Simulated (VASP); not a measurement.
Calculation: PBE GGA, VASP's PBE PAW potentials (set 64) (plane waves; VASP 6.6.1).

VASP input:

INCAR:
```
ALGO = Normal
EDIFF = 1E-6
ENCUT = 400
GGA = PE
ISIF = 2
ISMEAR = 1
LASPH = .TRUE.
LCHARG = .FALSE.
LMAXMIX = 4
LREAL = .FALSE.
LWAVE = .FALSE.
NELM = 100
PREC = Accurate
SIGMA = 0.05
SYSTEM = Ru
```

**KPOINTS**
```
Automatic mesh
0
G
  14 14 8
```

### POSCAR
```
Ru
4.36560
  0.3165887850  -0.5483479934   0.0000000000
  0.3165887850   0.5483479934   0.0000000000
  0.0000000000   0.0000000000   1.0000000000
Ru
2
Cart
  0.3165887850   0.1827830300   0.2500000000
  0.3165887850  -0.1827830300   0.7500000000
```

POTCAR, in this order: Ru_pv (PBE.64 set). Program: vasp_std.

The resulting files:

File OSZICAR:
```
       N       E                     dE             d eps       ncg     rms          rms(c)
DAV:   1     0.239384854488E+03    0.23938E+03   -0.15841E+04  4392   0.142E+03
DAV:   2    -0.144939702569E+02   -0.25388E+03   -0.24886E+03  4582   0.439E+02
DAV:   3    -0.197509083434E+02   -0.52569E+01   -0.51139E+01  4546   0.678E+01
DAV:   4    -0.198076633398E+02   -0.56755E-01   -0.56635E-01  5402   0.620E+00
DAV:   5    -0.198084724045E+02   -0.80906E-03   -0.80903E-03  4648   0.645E-01    0.153E+01
DAV:   6    -0.184799834413E+02    0.13285E+01   -0.38484E+00  4358   0.201E+01    0.349E+00
DAV:   7    -0.184090790301E+02    0.70904E-01   -0.22154E-01  4422   0.427E+00    0.936E-01
DAV:   8    -0.184014457504E+02    0.76333E-02   -0.58759E-03  4498   0.894E-01    0.232E-01
DAV:   9    -0.184012852327E+02    0.16052E-03   -0.61062E-04  5406   0.267E-01    0.440E-02
DAV:  10    -0.184012953752E+02   -0.10143E-04   -0.24288E-05  4796   0.458E-02    0.145E-02
DAV:  11    -0.184012984441E+02   -0.30689E-05   -0.29258E-06  3802   0.158E-02    0.269E-03
DAV:  12    -0.184012983655E+02    0.78644E-07   -0.10912E-07  2196   0.264E-03
   1 F= -.18401298E+02 E0= -.18401305E+02  d E =0.200308E-04
```

File OUTCAR:
```
------------------------ aborting loop because EDIFF is reached ----------------------------------------
  FORCE on cell =-STRESS in cart. coord.  units (eV):
  Direction    XX          YY          ZZ          XY          YZ          ZX
  --------------------------------------------------------------------------------------
  Total       -2.4554985     -2.4554997     -2.8121304      0.0000000      0.0000000     -0.0000000
  in kB     -136.1873128   -136.1873787   -155.9668968      0.0000000      0.0000000     -0.0000000
  external PRESSURE =    -142.7805294 kB  Pullay stress =       0.0000000 kB
  volume of cell :       28.89
      direct lattice vectors                 reciprocal lattice vectors
     1.382100000 -2.393868000  0.000000000     0.361768324 -0.208866988  0.000000000
     1.382100000  2.393868000  0.000000000     0.361768324  0.208866988  0.000000000
     0.000000000  0.000000000  4.365600000     0.000000000  0.000000000  0.229063588
 POSITION                                       TOTAL-FORCE (eV/Angst)
 -----------------------------------------------------------------------------------
      1.38210      0.79796      1.09140        -0.000000      0.000000      0.000000
      1.38210     -0.79796      3.27420         0.000000     -0.000000      0.000000
 -----------------------------------------------------------------------------------
    total drift:                               -0.000000      0.000536     -0.000045
  FREE ENERGIE OF THE ION-ELECTRON SYSTEM (eV)
  ---------------------------------------------------
  free  energy   TOTEN  =       -18.4012983655 eV

  energy  without entropy=      -18.4013183963  energy(sigma->0) =      -18.40130504
```
(Selected blocks of OUTCAR.)

### OUTCAR
```
 val. band max:       11.7185133126   @ k =   0.0000   0.0000   0.3750

 cond. band min:      11.7221153477   @ k =   0.2857   0.1429   0.1250


 Fermi energy:        11.7196962506

 k-point     1 :       0.0000    0.0000    0.0000
  band No.  band energies     occupation
      1     -31.6914      2.00000
      2     -30.9237      2.00000
      3     -30.9237      2.00000
      4     -30.7815      2.00000
      5     -30.7815      2.00000
      6     -30.7564      2.00000
      7       4.1202      2.00000
      8       6.0164      2.00000
      9       9.3860      2.00000
     10       9.3860      2.00000
     11       9.5523      2.00000
     12      10.0048      2.00000
     13      10.0048      2.00000
     14      10.4590      2.00000
     15      10.4590      2.00000
     16      12.8156      0.00000
     17      12.8156      0.00000
     18      13.0006      0.00000

 k-point     2 :       0.0714   -0.0000    0.0000
  band No.  band energies     occupation
      1     -31.6773      2.00000
      2     -30.9533      2.00000
      3     -30.9337      2.00000
      4     -30.8127      2.00000
      5     -30.7857      2.00000
      6     -30.7632      2.00000
      7       4.2974      2.00000
      8       6.1496      2.00000
      9       9.0790      2.00000
     10       9.5261      2.00000
     11       9.8158      2.00000
     12       9.9369      2.00000
     13      10.1332      2.00000
     14      10.2879      2.00000
     15      10.3549      2.00000
     16      11.6190      2.01528
     17      12.8789      0.00000
     18      14.4428      0.00000

 k-point     3 :       0.1429   -0.0000    0.0000
  band No.  band energies     occupation
      1     -31.6358      2.00000
      2     -31.0357      2.00000
      3     -30.9612      2.00000
      4     -30.8985      2.00000
      5     -30.7979      2.00000
      6     -30.7831      2.00000
      7       4.7986      2.00000
      8       6.4895      2.00000
      9       8.6735      2.00000
...
```

The compound is Ru in the hcp structure. The cell was not relaxed at this level. The run is one of a series of settings (SIGMA = 0.05 against the base run), some of them coarse on purpose.
